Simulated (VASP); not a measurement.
Write the native input for VASP 6.6.1 that does the following.

| Quantity | Value |
| --- | --- |
| Task | single point |
| Functional | PBEsol |
| Potentials or basis | VASP PAW PBE potentials, release 64 (Mo_sv, Ge_d) |
| Cutoff | 350 eV |
| k mesh | 2 × 3 × 3 |
| Occupations | gaussian, width 0.03 eV |
| Spin | collinear spin, ferromagnetic start |
| Starting moments | [2.0, 0.0, 0.0, 0.0, 0.0, 0.0, 0.0, 0.0, 0.0, 0.0, 0.0, 0.0, 0.0, 0.0, 0.0, 0.0, 0.0, 0.0, 0.0, 0.0, 0.0, 0.0, 0.0, 0.0] μB |
| Fixed moment | 2 μB |
| Hubbard terms | Mo d U = 2 eV |
| Dq | 0 |
| Further INCAR settings | LREAL = Auto; ALGO = Normal; EDIFF = 1e-05; ISYM = 0 |

The structure of Ge23Mo (a cell with a defect) lies in POSCAR:

```
Ge23Mo                                  
1.0
    0.0000000000      8.4863100000      8.4863100000
    5.6575400000      0.0000000000      5.6575400000
    5.6575400000      5.6575400000      0.0000000000
  Mo              Ge            
     1    23
Direct
     0.9913479488936763    0.0017854882720243    0.0042680253908983
     0.0011164155153943    0.9984334096844236    0.5010097170383871
     0.0013735573704476    0.4964635937384478    0.0018681285098418
     0.0006235593671672    0.4977970103612196    0.5005455286547270
     0.3332728276094090    0.0008163704069588    0.0013862519866281
     0.3364173913106913    0.9980375750410720    0.4980937105826891
     0.3361594741945038    0.4971913456367777    0.9989792322965769
     0.3309632110020637    0.5010610153185244    0.5013509292768831
     0.6691255741561255    0.9974467178734583    0.9984181492503353
     0.6639073044408395    0.9999315092729238    0.5054654325757056
     0.6636348757143025    0.5058563536563864    0.0001834755332874
     0.6672150339287168    0.4995082745983119    0.5002817942618153
     0.0838460614502595    0.1219932274923628    0.1264399288185610
     0.0867922855560452    0.1221069050015236    0.6240235730733645
     0.0864835014510838    0.6213981085237279    0.1245119132880652
     0.0811386625863114    0.6243186934497958    0.6278992341156758
     0.4195541674701779    0.1226844516081336    0.1235368621261165
     0.4141429228308797    0.1263469217098867    0.6275944752550390
     0.4139431942819009    0.6272308637803169    0.1265117449229113
     0.4175165245237519    0.6233318585190745    0.6245135923779062
     0.7390804666784130    0.1325036324228420    0.1322084488141794
     0.7511829712415397    0.1249305263293920    0.6244658328192261
     0.7514312545863653    0.6234114556230104    0.1257831311150971
     0.7502058138399302    0.6249496916794012    0.6253518879160725
```

The input as run:

INCAR

```
PREC = Accurate
ENCUT = 350
EDIFF = 1E-5
ISMEAR = 0
SIGMA = 0.03
LREAL = Auto
LASPH = T
NELM = 120
ALGO = Normal
ISIF = 2
LWAVE = F
LCHARG = F
ISPIN = 2
MAGMOM = 2 0 0 0 0 0 0 0 0 0 0 0 0 0 0 0 0 0 0 0 0 0 0 0
LORBIT = 11
NUPDOWN = 2
LMAXMIX = 4
LDAU = T
LDAUTYPE = 2
LDAUL = 2 -1
LDAUU = 2 0
LDAUJ = 0 0
LDAUPRINT = 1
GGA = PS
ISYM = 0
KPAR = 4
```

KPOINTS

```
Automatic mesh
0
Gamma
  2 3 3
```

Potentials or basis: VASP PAW PBE potentials, release 64 (Mo_sv, Ge_d).

The run is started by

```console
$ cat potpaw_PBE.64/Mo_sv/POTCAR potpaw_PBE.64/Ge_d/POTCAR > POTCAR
$ mpirun -np 4 vasp_std > vasp.out
```

It gave:

- Largest force: 0.236 eV/Å
- Net moment: 2.00 μB per cell
- Site moments: Mo +1.78; Ge +0.01, +0.00, -0.00, -0.04, -0.03 μB
- Valence electrons inside the program's atomic spheres: Mo 12.45; Ge 12.40, 12.42, 12.41, 12.46, 12.48

Caveat: the PAW data sets were made with another functional, which shifts forces and pressure a little; the total moment is fixed, so each spin has its own Fermi level; the U is typed as a test and isn't derived for this compound.

Run time: 17 min on 4 MPI ranks on Intel(R) Xeon(R) Platinum 8259CL CPU @ 2.50GHz (Skylake/Cascade Lake), with other jobs on the host, peak memory 1.1 GiB a rank.
